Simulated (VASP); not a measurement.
Method: LDA (Ceperley-Alder, Perdew-Zunger), VASP's LDA PAW potentials (set 64) (plane waves; VASP).

VASP input:

**KPOINTS**
```
Automatic mesh
0
Gamma
8 8 7
0 0 0
```

**INCAR**
```
ISMEAR=1
LMAXMIX=4
NELM=100   # most electronic steps
SIGMA=0.1   # width (eV)
LWAVE=.False.
PSTRESS=100   # kbar
EDIFF=1E-6
SYSTEM=Ga
NSW=40   # most ionic steps
ENCUT=500   # plane-wave cut-off (eV)
LREAL=.False.   # projection in real space or not
PREC=Accurate
ALGO=Normal   # blocked Davidson
IBRION=2   # conjugate gradients
EDIFFG=-0.02   # ionic stop
LCHARG=.False.
ISIF=3
LASPH=.True.
```

POSCAR:
```
Ga
1
    2.1155235742    -3.6246281545     0.0000000000
    2.1155235742     3.6246281545    -0.0000000000
    0.0000000000     0.0000000000     4.2818274657
Ga
4
Direct
  0.1548038113   0.8451961887   0.9149296640
  0.3451961887   0.6548038113   0.4149296640
  0.6548038113   0.3451961887   0.5850703360
  0.8451961887   0.1548038113   0.0850703360
```

POTCAR, in this order: Ga_d (LDA.64 set). Program: vasp_std.

### Question
What does the run give for the energy per atom (σ→0), pressure, band gap (on the k-mesh)?

### Answer

```
Quantity                                                    Result
------------------------  ----------------------------------------
energy per atom (σ→0)                               -3.549 eV/atom
band gap (on the k-mesh)  none (metal, semimetal or under 0.01 eV)
pressure                                                 10.14 GPa
```

### OSZICAR
```
...
DAV:   7    -0.142002407238E+02    0.58527E-01   -0.94100E-02  7376   0.335E+00    0.343E-01
DAV:   8    -0.141962255567E+02    0.40152E-02   -0.21155E-02  5649   0.171E+00    0.559E-02
DAV:   9    -0.141962901146E+02   -0.64558E-04   -0.12871E-03  6165   0.438E-01    0.283E-02
DAV:  10    -0.141962721517E+02    0.17963E-04   -0.31958E-04  6073   0.242E-01    0.517E-03
DAV:  11    -0.141962746111E+02   -0.24594E-05   -0.37645E-05  6081   0.789E-02    0.558E-03
DAV:  12    -0.141962731077E+02    0.15034E-05   -0.13538E-05  5890   0.527E-02    0.718E-04
DAV:  13    -0.141962732055E+02   -0.97789E-07   -0.12532E-06  3919   0.104E-02
   1 F= -.10097726E+02 E0= -.10097789E+02  d E =-.100977E+02
```

The compound is Ga in the alpha structure. It was relaxed first under an external pressure of 10 GPa.
